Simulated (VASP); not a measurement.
These are r2SCAN meta-GGA, VASP's PBE PAW potentials (set 64) (plane waves; VASP) values and carry that method's errors.

Input for VASP

**INCAR**
```
! general
SYSTEM  = Mg
PREC    = Accurate
ENCUT   = 400
LREAL   = .FALSE.
LASPH   = .TRUE.

! electronic loop
EDIFF   = 1E-7
NELM    = 100
ALGO    = Normal
LMIXTAU = .TRUE.

! smearing
ISMEAR  = -5

! functional
METAGGA = R2SCAN

! ions
ISIF    = 2

! output
LWAVE   = .FALSE.
LCHARG  = .FALSE.
LORBIT  = 11
NEDOS   = 601
```

**KPOINTS**
```
Automatic mesh
0
Gamma
16 16 16
0 0 0
```

**KPOINTS_OPT**
```
k-points along high-symmetry lines
10
Line-mode
Reciprocal
  0.000000   0.000000   0.000000 ! GAMMA
  0.500000  -0.500000   0.500000 ! H

  0.500000  -0.500000   0.500000 ! H
  0.000000   0.000000   0.500000 ! N

  0.000000   0.000000   0.500000 ! N
  0.000000   0.000000   0.000000 ! GAMMA

  0.000000   0.000000   0.000000 ! GAMMA
  0.250000   0.250000   0.250000 ! P

  0.250000   0.250000   0.250000 ! P
  0.500000  -0.500000   0.500000 ! H

  0.250000   0.250000   0.250000 ! P
  0.000000   0.000000   0.500000 ! N
```

File POSCAR:
```
Mg
1
   -1.7752758415     1.7752758415     1.7752758415
    1.7752758415    -1.7752758415     1.7752758415
    1.7752758415     1.7752758415    -1.7752758415
Mg
1
Direct
  0.0000000000   0.0000000000   0.0000000000
```

POTCAR, in this order: Mg (PBE.64 set). Program: vasp_std.

Output

### OUTCAR
```
 ion  position               nearest neighbor table
   1  0.000  0.000  0.000-
  LATTYP: Found a body centered cubic cell.
 ALAT       =     3.5505516830
 Subroutine PRICEL returns:
 Original cell was already a primitive cell.
 Subroutine GETGRP returns: Found 48 space group operations
The static configuration has the point symmetry O_h .
The dynamic configuration has the point symmetry O_h .
 Subroutine INISYM returns: Found 48 space group operations
 Subroutine IBZKPT returns following result:
 Found    145 irreducible k-points:

 Following reciprocal coordinates:
            Coordinates               Weight
  0.000000  0.000000  0.000000      1.000000
  0.062500  0.000000  0.000000     12.000000
  0.125000  0.000000  0.000000     12.000000
  0.187500  0.000000  0.000000     12.000000
  0.250000  0.000000  0.000000     12.000000
  0.312500  0.000000  0.000000     12.000000
  0.375000  0.000000  0.000000     12.000000
  0.437500  0.000000  0.000000     12.000000
  0.500000  0.000000  0.000000      6.000000
  0.062500  0.062500  0.000000     24.000000
  0.125000  0.062500  0.000000     48.000000
  0.187500  0.062500  0.000000     48.000000
  0.250000  0.062500  0.000000     48.000000
  0.312500  0.062500  0.000000     48.000000
  0.375000  0.062500  0.000000     48.000000
  0.437500  0.062500  0.000000     48.000000
  0.125000  0.125000  0.000000     24.000000
  0.187500  0.125000  0.000000     48.000000
  0.250000  0.125000  0.000000     48.000000
  0.312500  0.125000  0.000000     48.000000
  0.375000  0.125000  0.000000     48.000000
  0.437500  0.125000  0.000000     24.000000
  0.187500  0.187500  0.000000     24.000000
  0.250000  0.187500  0.000000     48.000000
  0.312500  0.187500  0.000000     48.000000
...
```

File OSZICAR:
```
       N       E                     dE             d eps       ncg     rms          rms(c)
DAV:   1    -0.342767434252E+01   -0.34277E+01   -0.64279E+02  1640   0.211E+02
DAV:   2    -0.413223134028E+01   -0.70456E+00   -0.67027E+00  1880   0.149E+01
DAV:   3    -0.413648746474E+01   -0.42561E-02   -0.43211E-02  1950   0.138E+00
DAV:   4    -0.413650672412E+01   -0.19259E-04   -0.18886E-04  2075   0.635E-02
DAV:   5    -0.413650683812E+01   -0.11400E-06   -0.11288E-06  1955   0.389E-03    0.689E-01
DAV:   6    -0.412648468717E+01    0.10022E-01   -0.84994E-02  1705   0.153E+00    0.528E-01
DAV:   7    -0.422484963834E+01   -0.98365E-01   -0.30397E-02  1475   0.997E-01    0.339E-01
DAV:   8    -0.412510474682E+01    0.99745E-01   -0.38537E-02  1465   0.105E+00    0.207E-02
DAV:   9    -0.412978984603E+01   -0.46851E-02   -0.10670E-02  1500   0.554E-01    0.285E-02
DAV:  10    -0.412310392758E+01    0.66859E-02   -0.26794E-04  1640   0.144E-01    0.272E-02
DAV:  11    -0.412125326773E+01    0.18507E-02   -0.95896E-04  1595   0.211E-01    0.354E-03
DAV:  12    -0.412071035779E+01    0.54291E-03   -0.13779E-04  1665   0.585E-02    0.240E-03
DAV:  13    -0.412071160166E+01   -0.12439E-05   -0.20649E-06  1885   0.112E-02    0.262E-03
DAV:  14    -0.412070843549E+01    0.31662E-05   -0.13230E-06  1700   0.884E-03    0.168E-03
DAV:  15    -0.412071702514E+01   -0.85897E-05   -0.13849E-06  1585   0.668E-03    0.945E-04
DAV:  16    -0.412071697363E+01    0.51517E-07   -0.78571E-07  1600   0.247E-03
   1 F= -.41207170E+01 E0= -.41207170E+01  d E =0.000000E+00
       N       E                     dE             ncg
```

OUTCAR:
```
------------------------ aborting loop because EDIFF is reached ----------------------------------------
  FORCE on cell =-STRESS in cart. coord.  units (eV):
  Direction    XX          YY          ZZ          XY          YZ          ZX
  --------------------------------------------------------------------------------------
  Total       -0.0258252     -0.0258252     -0.0258252      0.0000000     -0.0000000      0.0000000
  in kB       -1.8488285     -1.8488285     -1.8488285      0.0000000     -0.0000000      0.0000000
  external PRESSURE =      -1.8488285 kB  Pullay stress =       0.0000000 kB
  volume of cell :       22.38
      direct lattice vectors                 reciprocal lattice vectors
    -1.775275842  1.775275842  1.775275842     0.000000000  0.281646372  0.281646372
     1.775275842 -1.775275842  1.775275842     0.281646372  0.000000000  0.281646372
     1.775275842  1.775275842 -1.775275842     0.281646372  0.281646372  0.000000000
 POSITION                                       TOTAL-FORCE (eV/Angst)
 -----------------------------------------------------------------------------------
      0.00000      0.00000      0.00000        -0.000000      0.000000      0.000000
 -----------------------------------------------------------------------------------
    total drift:                                0.000000      0.000000      0.000000
  FREE ENERGIE OF THE ION-ELECTRON SYSTEM (eV)
  ---------------------------------------------------
  free  energy   TOTEN  =        -4.1207169736 eV

  energy  without entropy=       -4.1207169736  energy(sigma->0) =       -4.12071697

 total charge

# of ion       s       p       d       tot
------------------------------------------
    1        0.193   0.133   0.012   0.337
```
(Selected blocks of OUTCAR.)

For a metal the tetrahedron method with Blöchl corrections gives inexact stress and forces.

The structure was generated: Mg was put into the bcc type (Im-3m), which need not be its known phase. It was relaxed first.
